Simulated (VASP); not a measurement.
# SnAs (Fm-3m) in VASP: notebook

One crystal, SnAs, is run at these levels: LDA; tasks: relaxation of cell and atoms.

Everything below comes from runs of VASP 6.6.1. Logs are shortened: lines on timing, memory, paths and dates and some standing lists are left out, and cuts for length are marked.

### 1 The structure

It takes space group Fm-3m (No. 225, cubic). Conventional cell: a = 5.681 Å, b = 5.681 Å, c = 5.681 Å, α = 90.00°, β = 90.00°, γ = 90.00°. Sn (site symmetry m-3m) has 6 As at 2.84 Å as nearest neighbours. As (site symmetry m-3m) has 6 Sn at 2.84 Å as nearest neighbours.

### 2 Relaxation of cell and atoms, LDA

File INCAR:

```
PREC = Accurate
ENCUT = 350
EDIFF = 1E-7
ISMEAR = 0
SIGMA = 0.02
LREAL = False
LASPH = True
NELM = 60
ALGO = Normal
ISIF = 3
LWAVE = False
LCHARG = False
IBRION = 2
NSW = 80
EDIFFG = -0.002
```

File KPOINTS:

```
regular mesh
0
Gamma
  6 6 6
```

File POSCAR:

```
SnAs
1.0
    0.0000000000      2.8405000000      2.8405000000
    2.8405000000      0.0000000000      2.8405000000
    2.8405000000      2.8405000000      0.0000000000
Sn As
1 1
Direct
    0.0000000000      0.0000000000      0.0000000000
    0.5000000000      0.5000000000      0.5000000000
```

Potentials or basis: VASP PAW LDA potentials, release 64 (Sn_d, As).

Command:

```console
$ cat potpaw_LDA.64/Sn_d/POTCAR potpaw_LDA.64/As/POTCAR > POTCAR
$ mpirun -np 1 vasp_std > vasp.out
```

OUTCAR:

```text
PREC = Accurate
   ENCUT = 350
   EDIFF = 1E-7
   ISMEAR = 0
   LREAL = False
   LASPH = True
   NELM = 60
   ISIF = 3
   IBRION = 2
   NSW = 80
   EDIFFG = -0.002

 ion  position               nearest neighbor table
   1  0.000  0.000  0.000-   2 2.84   2 2.84   2 2.84   2 2.84   2 2.84   2 2.84
   2  0.500  0.500  0.500-   1 2.84   1 2.84   1 2.84   1 2.84   1 2.84   1 2.84

  LATTYP: Found a face centered cubic cell.
 ALAT       =     5.6810000000

  Lattice vectors:

 A1 = (   0.0000000000,   2.8405000000,   2.8405000000)
 A2 = (   2.8405000000,   0.0000000000,   2.8405000000)
 A3 = (   2.8405000000,   2.8405000000,   0.0000000000)

Analysis of symmetry for initial positions (statically):
=====================================================================
 Subroutine PRICEL returns:
 Original cell was already a primitive cell.

 Routine SETGRP: Setting up the symmetry group for a
 face centered cubic supercell.

 Subroutine GETGRP returns: Found 48 space group operations
 (whereof 48 operations were pure point group operations)
 out of a pool of 48 trial point group operations.

The static configuration has the point symmetry O_h .

Analysis of symmetry for dynamics (positions and initial velocities):
=====================================================================
 Subroutine PRICEL returns:
 Original cell was already a primitive cell.

 Routine SETGRP: Setting up the symmetry group for a
 face centered cubic supercell.

 Subroutine GETGRP returns: Found 48 space group operations
 (whereof 48 operations were pure point group operations)
 out of a pool of 48 trial point group operations.

The dynamic configuration has the point symmetry O_h .

 Subroutine INISYM returns: Found 48 space group operations
 (whereof 48 operations are pure point group operations),
 and found     1 'primitive' translations

----------------------------------------------------------------------------------------

                                     Primitive cell

  volume of cell :      45.8368

  direct lattice vectors                    reciprocal lattice vectors
     0.000000000  2.840500000  2.840500000    -0.176025348  0.176025348  0.176025348
     2.840500000  0.000000000  2.840500000     0.176025348 -0.176025348  0.176025348
     2.840500000  2.840500000  0.000000000     0.176025348  0.176025348 -0.176025348

  length of vectors
     4.017073624  4.017073624  4.017073624     0.304884846  0.304884846  0.304884846

  position of ions in fractional coordinates (direct lattice)
     0.000000000  0.000000000  0.000000000
     0.500000000  0.500000000  0.500000000

  ion indices of the primitive-cell ions
   primitive index   ion index
                 1           1
                 2           2

----------------------------------------------------------------------------------------

 KPOINTS: regular mesh

Automatic generation of k-mesh.
 Grid dimensions read from file:
 generate k-points for:    6    6    6

 Generating k-lattice:

  Cartesian coordinates                     Fractional coordinates (reciprocal lattice)
    -0.029337558  0.029337558  0.029337558     0.166666667  0.000000000  0.000000000
     0.029337558 -0.029337558  0.029337558     0.000000000  0.166666667  0.000000000
     0.029337558  0.029337558 -0.029337558     0.000000000  0.000000000  0.166666667

  Length of vectors
     0.050814141  0.050814141  0.050814141

  Shift w.r.t. Gamma in fractional coordinates (k-lattice)
     0.000000000  0.000000000  0.000000000

 Subroutine IBZKPT returns following result:
 ===========================================

 Found     16 irreducible k-points:

 Following reciprocal coordinates:
            Coordinates               Weight
  0.000000  0.000000  0.000000      1.000000
  0.166667  0.000000  0.000000      8.000000
  0.333333  0.000000  0.000000      8.000000
  0.500000  0.000000  0.000000      4.000000
  0.166667  0.166667  0.000000      6.000000
  0.333333  0.166667  0.000000     24.000000
[... 8 lines left out ...]
 -0.333333  0.333333  0.166667     24.000000
 -0.333333  0.500000  0.166667     12.000000
   k-points           NKPTS =     16   k-points in BZ     NKDIM =     16   number of bands    NBANDS=     13
   number of dos      NEDOS =    301   number of ions     NIONS =      2
   total plane-waves  NPLWV =  21952
   dimension x,y,z NGX =    28 NGY =   28 NGZ =   28
   dimension x,y,z NGXF=    56 NGYF=   56 NGZF=   56
   ions per type =               1   1
   NGX,Y,Z   is equivalent  to a cutoff of  11.59, 11.59, 11.59 a.u.
   NGXF,Y,Z  is equivalent  to a cutoff of  23.18, 23.18, 23.18 a.u.
 SYSTEM =  unknown system
   PREC   = accura    normal or accurate (medium, high low for compatibility)
   ISTART =      0    job   : 0-new  1-cont  2-samecut
   ICHARG =      2    charge: 1-file 2-atom 10-const
   ISPIN  =      1    spin polarized calculation?
   LNONCOLLINEAR =      F non collinear calculations
   LSORBIT =      F    spin-orbit coupling
   LASPH  =      T    aspherical Exc in radial PAW
   ENCUT  =  350.0 eV  25.72 Ry    5.07 a.u.   6.13  6.13  6.13*2*pi/ulx,y,z
   NELM   =     60;   NELMIN=  2; NELMDL= -5     # of ELM steps
   EDIFF  = 0.1E-06   stopping-criterion for ELM
   LREAL  =      F    real-space projection
   EDIFFG = -.2E-02   stopping-criterion for IOM
   NSW    =     80    number of steps for IOM
   IBRION =      2    ionic relax: 0-MD 1-quasi-New 2-CG
   NFREE  =      1    steps in history (QN), initial steepest desc. (CG)
   ISIF   =      3    stress and relaxation
   ISYM   =      2    0-nonsym 1-usesym 2-fastsym
   POTIM  = 0.5000    time-step for ionic-motion
   TEBEG  =    0.0;   TEEND  =   0.0 temperature during run
   PSTRESS=    0.0 pullay stress
   NELECT =      19.0000    total number of electrons
   NUPDOWN=      -1.0000    fix difference up-down
   EMIN   =  10.00;   EMAX   =-10.00  energy-range for DOS
   EFERMI =   0.00;   METHOD = LEGACY
   ISMEAR =     0;   SIGMA  =   0.02  broadening in eV -4-tet -1-fermi 0-gaus
   EFERMI_NEDOS =   21; number of points for ismear=-14 and -15
   IALGO  =     38    algorithm
   IMIX   =      4    mixing-type and parameters
     AMIX     =   0.40;   BMIX     =  1.00
     AMIX_MAG =   1.60;   BMIX_MAG =  1.00
  volume/ion in A,a.u.               =      22.92       154.66
  Fermi-wavevector in a.u.,A,eV,Ry     =   1.220641  2.306677 20.272193  1.489964
  Thomas-Fermi vector in A             =   2.355851
   LORBIT       =      0    0 simple, 1 ext, 2 COOP (PROOUT), +10 PAW based schemes
   GGA     = CA    functional components
   LHFCALC =     F    Hartree Fock is set to
   AEXX    =    0.0000 exact exchange contribution
   IVDW    =     0    specifies the selected vdW correction
   LEPSILON=     F    determine dielectric tensor
   LRPA    =     F    only Hartree local field effects (RPA)
 conjugate gradient relaxation of ions
 non-spin polarized calculation
 Gauss-broadening in eV      SIGMA  =   0.02
  energy-cutoff  :      350.00
  volume of cell :       45.84
 maximum number of plane-waves:       701
 NGX is ok and might be reduce to    28
   NGX = 13   NGY = 13   NGZ = 13

--------------------------------------- Ionic step        1  -------------------------------------------

 number of electron      18.9999994 magnetization

 Free energy of the ion-electron system (eV)
  ---------------------------------------------------
  ext. energy  EPLUGINS =         0.00000000
  ---------------------------------------------------
  free energy    TOTEN  =       -10.01751392 eV

  energy without entropy =      -10.01703211  energy(sigma->0) =      -10.01727302

------------------------ aborting loop because EDIFF is reached ----------------------------------------

  FORCE on cell =-STRESS in cart. coord.  units (eV):
  Direction    XX          YY          ZZ          XY          YZ          ZX
  --------------------------------------------------------------------------------------
  -------------------------------------------------------------------------------------
  Total       -0.2349519     -0.2349519     -0.2349519      0.0000000      0.0000000     -0.0000000
  in kB       -8.2124971     -8.2124971     -8.2124971      0.0000000      0.0000000     -0.0000000
  external PRESSURE =      -8.2124971 kB  Pullay stress =       0.0000000 kB

 VOLUME and BASIS-vectors are now :
 -----------------------------------------------------------------------------
  energy-cutoff  :      350.00
  volume of cell :       45.84
      direct lattice vectors                 reciprocal lattice vectors
     0.000000000  2.840500000  2.840500000    -0.176025348  0.176025348  0.176025348
     2.840500000  0.000000000  2.840500000     0.176025348 -0.176025348  0.176025348
     2.840500000  2.840500000  0.000000000     0.176025348  0.176025348 -0.176025348
[... 37 lines left out ...]
 POSITION                                       TOTAL-FORCE (eV/Angst)
 -----------------------------------------------------------------------------------
      2.82440      2.82440      5.64880         0.000000      0.000000     -0.000000
      2.82440      2.82440      2.82440        -0.000000     -0.000000      0.000000
 -----------------------------------------------------------------------------------
    total drift:                                0.000000      0.000000      0.000000

  FREE ENERGIE OF THE ION-ELECTRON SYSTEM (eV)
  ---------------------------------------------------
  free  energy   TOTEN  =       -10.0181835276 eV

  energy  without entropy=      -10.0177017119  energy(sigma->0) =      -10.01794262

--------------------------------------- Ionic step        3  -------------------------------------------

 number of electron      18.9999988 magnetization

 Free energy of the ion-electron system (eV)
  ---------------------------------------------------
  ext. energy  EPLUGINS =         0.00000000
  ---------------------------------------------------
  free energy    TOTEN  =       -10.01870495 eV

  energy without entropy =      -10.01822314  energy(sigma->0) =      -10.01846404

 E-fermi :   7.0794     XC(G=0): -10.6856

 val. band max:        6.9253414966   @ k =  -0.1667   0.1667   0.0000
 cond. band min:       7.0989346422   @ k =   0.5000   0.3333   0.1667
 fundamental gap:      0.1735931456
 Fermi energy:         7.0793761516

 k-point     1 :       0.0000    0.0000    0.0000
  band No.  band energies     occupation
      1     -14.1719      2.00000
      2     -14.1719      2.00000
      3     -14.1569      2.00000
      4     -14.1569      2.00000
      5     -14.1569      2.00000
      6      -6.1455      2.00000
      7       4.7491      2.00000
      8       6.1676      2.00000
      9       6.1676      2.00000
     10       6.1676      2.00000
     11      12.8576      0.00000
     12      12.8576      0.00000
     13      12.8576      0.00000

 k-point     2 :       0.1667    0.0000    0.0000
  band No.  band energies     occupation
      1     -14.1751      2.00000
      2     -14.1751      2.00000
      3     -14.1556      2.00000
      4     -14.1510      2.00000
      5     -14.1510      2.00000
      6      -5.8037      2.00000
      7       2.6580      2.00000
      8       6.2150      2.00000
      9       6.2150      2.00000
     10       7.5589      0.00000
     11      11.3045      0.00000
[... 246 lines left out ...]
 POSITION                                       TOTAL-FORCE (eV/Angst)
 -----------------------------------------------------------------------------------
      0.00000      0.00000     -0.00000         0.000000      0.000000      0.000000
      2.83084      2.83084      2.83084        -0.000000     -0.000000     -0.000000
 -----------------------------------------------------------------------------------
    total drift:                               -0.000000      0.000000      0.000000

  FREE ENERGIE OF THE ION-ELECTRON SYSTEM (eV)
  ---------------------------------------------------
  free  energy   TOTEN  =       -10.0187049527 eV

  energy  without entropy=      -10.0182231370  energy(sigma->0) =      -10.01846404

 reached required accuracy - stopping structural energy minimisation
```

Run time: 19 s. Hardware: 1 thread of AMD EPYC 7R13 (Zen 3), shared host; peak memory 0.11 GiB.

What came out:

- Free energy: -10.0187 eV
- Relaxed volume: 22.69 Å³/atom
- Relaxed cell: a = 4.003 Å, b = 4.003 Å, c = 4.003 Å, α = 60.00°, β = 60.00°, γ = 60.00°
- Space group after relaxing (to 0.05 Å): Fm-3m (No. 225)
- Energy gained by relaxing: 0.6 meV/atom
- Ionic steps: 3
- Pressure after relaxing: 0.0 GPa
- Band gap on the k mesh: none (metal or under the smearing width)

Step by step:
| step | energy change (eV) | largest force (eV/Å) | pressure (GPa) | volume (Å³) |
| --- | --- | --- | --- | --- |
| 1 | 0.0000 | 0.0000 | -0.82 | 45.84 |
| 2 | -0.0007 | 0.0000 | 0.55 | 45.06 |
| 3 | -0.0012 | 0.0000 | 0.00 | 45.37 |

Final structure:
```
CELL_PARAMETERS angstrom
0.00000 2.83084 2.83084
2.83084 0.00000 2.83084
2.83084 2.83084 0.00000
ATOMIC_POSITIONS crystal
Sn 0.00000 0.00000 0.00000
As 0.50000 0.50000 0.50000
```

LDA usually gives volumes a few per cent too small. Zero-point motion and thermal expansion aren't in these numbers.

### 3 Relaxation of cell and atoms, LDA

This run uses another cell than the first one, of 22.69 Å³/atom, 0.990 times its volume.

INCAR is that of step 2.

KPOINTS is that of step 2.

File POSCAR:

```
SnAs                                    
1.0
    0.0000000000      2.8308378723      2.8308378723
    2.8308378723      0.0000000000      2.8308378723
    2.8308378723      2.8308378723     -0.0000000000
  Sn              As            
     1     1
Direct
     0.0000000000000000    0.0000000000000000    0.0000000000000000
     0.5000000000000000    0.5000000000000000    0.5000000000000000
```

Potentials or basis: VASP PAW LDA potentials, release 64 (Sn_d, As).

Command:

```console
$ cat potpaw_LDA.64/Sn_d/POTCAR potpaw_LDA.64/As/POTCAR > POTCAR
$ mpirun -np 1 vasp_std > vasp.out
```

OUTCAR:

```text
PREC = Accurate
   ENCUT = 350
   EDIFF = 1E-7
   ISMEAR = 0
   LREAL = False
   LASPH = True
   NELM = 60
   ISIF = 3
   IBRION = 2
   NSW = 80
   EDIFFG = -0.002

 ion  position               nearest neighbor table
   1  0.000  0.000  0.000-   2 2.83   2 2.83   2 2.83   2 2.83   2 2.83   2 2.83
   2  0.500  0.500  0.500-   1 2.83   1 2.83   1 2.83   1 2.83   1 2.83   1 2.83

  LATTYP: Found a face centered cubic cell.
 ALAT       =     5.6616757446

  Lattice vectors:

 A1 = (   0.0000000000,   2.8308378723,   2.8308378723)
 A2 = (   2.8308378723,   0.0000000000,   2.8308378723)
 A3 = (   2.8308378723,   2.8308378723,   0.0000000000)

Analysis of symmetry for initial positions (statically):
=====================================================================
 Subroutine PRICEL returns:
 Original cell was already a primitive cell.

 Routine SETGRP: Setting up the symmetry group for a
 face centered cubic supercell.

 Subroutine GETGRP returns: Found 48 space group operations
 (whereof 48 operations were pure point group operations)
 out of a pool of 48 trial point group operations.

The static configuration has the point symmetry O_h .

Analysis of symmetry for dynamics (positions and initial velocities):
=====================================================================
 Subroutine PRICEL returns:
 Original cell was already a primitive cell.

 Routine SETGRP: Setting up the symmetry group for a
 face centered cubic supercell.

 Subroutine GETGRP returns: Found 48 space group operations
 (whereof 48 operations were pure point group operations)
 out of a pool of 48 trial point group operations.

The dynamic configuration has the point symmetry O_h .

 Subroutine INISYM returns: Found 48 space group operations
 (whereof 48 operations are pure point group operations),
 and found     1 'primitive' translations

----------------------------------------------------------------------------------------

                                     Primitive cell
[... 98 lines left out ...]
   EFERMI_NEDOS =   21; number of points for ismear=-14 and -15
   IALGO  =     38    algorithm
   IMIX   =      4    mixing-type and parameters
     AMIX     =   0.40;   BMIX     =  1.00
     AMIX_MAG =   1.60;   BMIX_MAG =  1.00
  volume/ion in A,a.u.               =      22.69       153.09
  Fermi-wavevector in a.u.,A,eV,Ry     =   1.224807  2.314550 20.410814  1.500152
  Thomas-Fermi vector in A             =   2.359868
   LORBIT       =      0    0 simple, 1 ext, 2 COOP (PROOUT), +10 PAW based schemes
   GGA     = CA    functional components
   LHFCALC =     F    Hartree Fock is set to
   AEXX    =    0.0000 exact exchange contribution
   IVDW    =     0    specifies the selected vdW correction
   LEPSILON=     F    determine dielectric tensor
   LRPA    =     F    only Hartree local field effects (RPA)
 conjugate gradient relaxation of ions
 non-spin polarized calculation
 Gauss-broadening in eV      SIGMA  =   0.02
  energy-cutoff  :      350.00
  volume of cell :       45.37
 maximum number of plane-waves:       692
   NGX = 13   NGY = 13   NGZ = 13

--------------------------------------- Ionic step        1  -------------------------------------------

 number of electron      19.0000004 magnetization

 Free energy of the ion-electron system (eV)
  ---------------------------------------------------
  ext. energy  EPLUGINS =         0.00000000
  ---------------------------------------------------
  free energy    TOTEN  =       -10.01784733 eV

  energy without entropy =      -10.01736551  energy(sigma->0) =      -10.01760642

------------------------ aborting loop because EDIFF is reached ----------------------------------------

  FORCE on cell =-STRESS in cart. coord.  units (eV):
  Direction    XX          YY          ZZ          XY          YZ          ZX
  --------------------------------------------------------------------------------------
  -------------------------------------------------------------------------------------
  Total       -0.0107970     -0.0107970     -0.0107970      0.0000000      0.0000000      0.0000000
  in kB       -0.3812740     -0.3812740     -0.3812740      0.0000000      0.0000000      0.0000000
  external PRESSURE =      -0.3812740 kB  Pullay stress =       0.0000000 kB
[... 59 lines left out ...]
--------------------------------------- Ionic step        3  -------------------------------------------

 number of electron      19.0000005 magnetization

 Free energy of the ion-electron system (eV)
  ---------------------------------------------------
  ext. energy  EPLUGINS =         0.00000000
  ---------------------------------------------------
  free energy    TOTEN  =       -10.01784819 eV

  energy without entropy =      -10.01736637  energy(sigma->0) =      -10.01760728

 E-fermi :   7.0829     XC(G=0): -10.6869

 val. band max:        6.9285029914   @ k =  -0.1667   0.1667   0.0000
 cond. band min:       7.1024641123   @ k =   0.5000   0.3333   0.1667
 fundamental gap:      0.1739611209
 Fermi energy:         7.0829056218

 k-point     1 :       0.0000    0.0000    0.0000
  band No.  band energies     occupation
      1     -14.1678      2.00000
      2     -14.1678      2.00000
      3     -14.1525      2.00000
      4     -14.1525      2.00000
      5     -14.1525      2.00000
      6      -6.1443      2.00000
      7       4.7544      2.00000
      8       6.1706      2.00000
      9       6.1706      2.00000
     10       6.1706      2.00000
     11      12.8622      0.00000
     12      12.8622      0.00000
     13      12.8622      0.00000
[... 267 lines left out ...]
  FREE ENERGIE OF THE ION-ELECTRON SYSTEM (eV)
  ---------------------------------------------------
  free  energy   TOTEN  =       -10.0178481854 eV

  energy  without entropy=      -10.0173663697  energy(sigma->0) =      -10.01760728

 reached required accuracy - stopping structural energy minimisation
```

Run time: 12 s. Hardware: 1 thread of AMD EPYC 7R13 (Zen 3), shared host; peak memory 0.09 GiB.

What came out:

| Quantity | Value |
| --- | --- |
| Free energy | -10.0178 eV |
| Relaxed volume | 22.68 Å³/atom |
| Relaxed cell | a = 4.003 Å, b = 4.003 Å, c = 4.003 Å, α = 60.00°, β = 60.00°, γ = 60.00° |
| Space group after relaxing (to 0.05 Å) | Fm-3m (No. 225) |
| Energy gained by relaxing | 0.0 meV/atom |
| Ionic steps | 3 |
| Pressure after relaxing | 0.0 GPa |
| Band gap on the k mesh | none (metal or under the smearing width) |

Final structure:
```
CELL_PARAMETERS angstrom
0.00000 2.83059 2.83059
2.83059 0.00000 2.83059
2.83059 2.83059 0.00000
ATOMIC_POSITIONS crystal
Sn 0.00000 0.00000 0.00000
As 0.50000 0.50000 0.50000
```
